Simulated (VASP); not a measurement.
Consider the following.

```yaml
crystal:
  lattice:
    - [2.06401, -3.57496, 0.00000]
    - [2.06401, 3.57496, 0.00000]
    - [0.00000, 0.00000, 6.99994]
  atoms:
    - { symbol: Mg, position: [0.00000, 0.00000, 0.00000] }
    - { symbol: I, position: [0.33333, 0.66667, 0.23826] }
    - { symbol: I, position: [0.66667, 0.33333, 0.76174] }
```

Calculation: PBEsol GGA, VASP's PBE PAW potentials (set 64) (plane waves; VASP). Run with 480 eV cut-off, 6×6×4 Γ-centred mesh, Gaussian smearing of 0.050 eV, potentials Mg I.

Without a dispersion term in the relaxation, distances and binding between the weakly bound layers, chains or molecules are unreliable, and so is what depends on them. Unless said otherwise, spin-orbit coupling is left out, though it shifts the bands of the heavy elements here.

Each row applies one change to this cell, which was relaxed at other settings and keeps the small stress of the first row; at a fixed cut-off the stress holds a Pulay part, so it need not integrate to ΔE exactly. Stress is in GPa, positive when the cell is compressed; gaps are those on the k-mesh, and 0.00 means metallic.

```
change                                ΔE (meV/atom)   σxx   σyy   σzz  largest shear component, with its sign (GPa)  largest force (eV/Å)  gap (eV)
------------------------------------  -------------  ----  ----  ----  --------------------------------------------  --------------------  --------
none                                            0.0  0.04  0.04  0.04                                          0.00                 0.001      3.54
atom 1 (Mg) moved by 0.200 Å along y              …     …     …     …                                             …                     …         …
shear strain γ_xy = -0.5 %                      0.0  0.04  0.04  0.04                                          0.08                 0.002      3.51
isotropic strain of +4.0 %                        …     …     …     …                                             …                     …         …
```

**Question.** What belongs in the gaps?

**Answer.** 
- isotropic strain of +4.0 %, ΔE (meV/atom): 40.0
- isotropic strain of +4.0 %, σxx: -2.78
- isotropic strain of +4.0 %, σyy: -2.78
- isotropic strain of +4.0 %, σzz: -2.58
- isotropic strain of +4.0 %, largest shear component, with its sign (GPa): 0.00
- isotropic strain of +4.0 %, largest force (eV/Å): 0.504
- isotropic strain of +4.0 %, gap (eV): 3.27
- atom 1 (Mg) moved by 0.200 Å along y, ΔE (meV/atom): 17.5
- atom 1 (Mg) moved by 0.200 Å along y, σxx: 0.22
- atom 1 (Mg) moved by 0.200 Å along y, σyy: 0.50
- atom 1 (Mg) moved by 0.200 Å along y, σzz: 0.53
- atom 1 (Mg) moved by 0.200 Å along y, largest shear component, with its sign (GPa): -0.40
- atom 1 (Mg) moved by 0.200 Å along y, largest force (eV/Å): 0.535
- atom 1 (Mg) moved by 0.200 Å along y, gap (eV): 3.50

Failed runs are left out, and for metals the shear rows, which the mesh's noise covers.

The compound is MgI2 in the 1T layered structure.
